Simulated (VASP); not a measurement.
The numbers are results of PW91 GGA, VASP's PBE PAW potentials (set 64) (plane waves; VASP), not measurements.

VASP ran on this input.

KPOINTS:
```
Automatic mesh
0
Gamma
5 5 5
0 0 0
```

File POSCAR:
```
BaHfO3
4.2827370
  1.0000001107   0.0000000000   0.0000000000
  0.0000000000   1.0000001107   0.0000000000
  0.0000000000   0.0000000000   1.0000001107
Ba Hf O
1 1 3
Cart
  0.0000000000   0.0000000000   0.0000000000
  0.5000000554   0.5000000554   0.5000000554
  0.5000000554   0.0000000000   0.5000000554
  0.0000000000   0.5000000554   0.5000000554
  0.5000000554   0.5000000554   0.0000000000
```

INCAR:
```
ALGO = Normal
EDIFF = 1E-7
ENCUT = 520
GGA = 91
ISIF = 2
ISMEAR = 0
LASPH = .TRUE.
LCHARG = .FALSE.
LMAXMIX = 6
LREAL = .FALSE.
LWAVE = .FALSE.
NELM = 100
PREC = Accurate
SIGMA = 0.05
SYSTEM = BaHfO3
```

POTCAR, in this order: Ba_sv Hf_pv O (PBE.64 set). Program: vasp_std.

The resulting files:

### OUTCAR
```
 ion  position               nearest neighbor table
   1  0.000  0.000  0.000-   3 3.03   4 3.03   5 3.03   3 3.03   4 3.03   4 3.03   5 3.03   4 3.03
                             3 3.03   5 3.03   3 3.03   5 3.03   2 3.71   2 3.71   2 3.71   2 3.71
   2  0.500  0.500  0.500-   3 2.14   4 2.14   5 2.14   5 2.14   3 2.14   4 2.14   1 3.71   1 3.71
                             1 3.71   1 3.71   1 3.71   1 3.71   1 3.71   1 3.71
   3  0.500  0.000  0.500-   2 2.14   2 2.14   1 3.03   1 3.03   1 3.03   1 3.03
   4  0.000  0.500  0.500-   2 2.14   2 2.14   1 3.03   1 3.03   1 3.03   1 3.03
   5  0.500  0.500  0.000-   2 2.14   2 2.14   1 3.03   1 3.03   1 3.03   1 3.03
  LATTYP: Found a simple cubic cell.
 ALAT       =     4.2827374742
 Subroutine PRICEL returns:
 Original cell was already a primitive cell.
 Subroutine GETGRP returns: Found 48 space group operations
The static configuration has the point symmetry O_h .
The dynamic configuration has the point symmetry O_h .
 Subroutine INISYM returns: Found 48 space group operations
 Subroutine IBZKPT returns following result:
 Found     10 irreducible k-points:

 Following reciprocal coordinates:
            Coordinates               Weight
  0.000000  0.000000  0.000000      1.000000
  0.200000  0.000000  0.000000      6.000000
  0.400000  0.000000  0.000000      6.000000
  0.200000  0.200000  0.000000     12.000000
...
```

OSZICAR:
```
       N       E                     dE             d eps       ncg     rms          rms(c)
DAV:   1     0.240849358458E+03    0.24085E+03   -0.21207E+04   460   0.159E+03
DAV:   2    -0.382270022415E+02   -0.27908E+03   -0.27412E+03   634   0.346E+02
DAV:   3    -0.510262860504E+02   -0.12799E+02   -0.12784E+02   560   0.757E+01
DAV:   4    -0.512867633183E+02   -0.26048E+00   -0.26041E+00   676   0.963E+00
DAV:   5    -0.512903434985E+02   -0.35802E-02   -0.35801E-02   603   0.835E-01    0.495E+01
DAV:   6    -0.439522113832E+02    0.73381E+01   -0.47406E+01   565   0.382E+01    0.466E+01
DAV:   7    -0.438003293966E+02    0.15188E+00   -0.28884E+00   633   0.105E+01    0.318E+01
DAV:   8    -0.437677501731E+02    0.32579E-01   -0.65557E-01   600   0.621E+00    0.574E+00
DAV:   9    -0.437395561086E+02    0.28194E-01   -0.17540E-01   572   0.252E+00    0.142E+00
DAV:  10    -0.437391750698E+02    0.38104E-03   -0.14787E-02   600   0.775E-01    0.709E-01
DAV:  11    -0.437388910757E+02    0.28399E-03   -0.13952E-03   595   0.239E-01    0.209E-01
DAV:  12    -0.437389250508E+02   -0.33975E-04   -0.10252E-04   625   0.685E-02    0.176E-01
DAV:  13    -0.437389299333E+02   -0.48824E-05   -0.26082E-05   566   0.303E-02    0.163E-02
DAV:  14    -0.437389301295E+02   -0.19627E-06   -0.11057E-06   650   0.677E-03    0.286E-03
DAV:  15    -0.437389301279E+02    0.16612E-08   -0.34452E-07   564   0.409E-03
   1 F= -.43738930E+02 E0= -.43738930E+02  d E =-.888534E-20
```

OUTCAR:
```
------------------------ aborting loop because EDIFF is reached ----------------------------------------
  FORCE on cell =-STRESS in cart. coord.  units (eV):
  Direction    XX          YY          ZZ          XY          YZ          ZX
  --------------------------------------------------------------------------------------
  Total       -4.0342094     -4.0342094     -4.0342094     -0.0000000     -0.0000000     -0.0000000
  in kB      -82.2819660    -82.2819660    -82.2819660     -0.0000000     -0.0000000     -0.0000000
  external PRESSURE =     -82.2819660 kB  Pullay stress =       0.0000000 kB
  volume of cell :       78.55
      direct lattice vectors                 reciprocal lattice vectors
     4.282737474  0.000000000  0.000000000     0.233495517  0.000000000  0.000000000
     0.000000000  4.282737474  0.000000000     0.000000000  0.233495517  0.000000000
     0.000000000  0.000000000  4.282737474     0.000000000  0.000000000  0.233495517
 POSITION                                       TOTAL-FORCE (eV/Angst)
 -----------------------------------------------------------------------------------
      0.00000      0.00000      0.00000         0.000000      0.000000      0.000000
      2.14137      2.14137      2.14137         0.000000      0.000000      0.000000
      2.14137      0.00000      2.14137         0.000000      0.000000      0.000000
      0.00000      2.14137      2.14137         0.000000      0.000000      0.000000
      2.14137      2.14137      0.00000         0.000000      0.000000      0.000000
 -----------------------------------------------------------------------------------
    total drift:                                0.000000     -0.000000     -0.000000
  FREE ENERGIE OF THE ION-ELECTRON SYSTEM (eV)
  ---------------------------------------------------
  free  energy   TOTEN  =       -43.7389301279 eV

  energy  without entropy=      -43.7389301279  energy(sigma->0) =      -43.73893013
```
(Selected blocks of OUTCAR.)

The compound is BaHfO3 in the cubic perovskite structure. This cell is one point of a volume scan, at 1.06 of the reference volume.
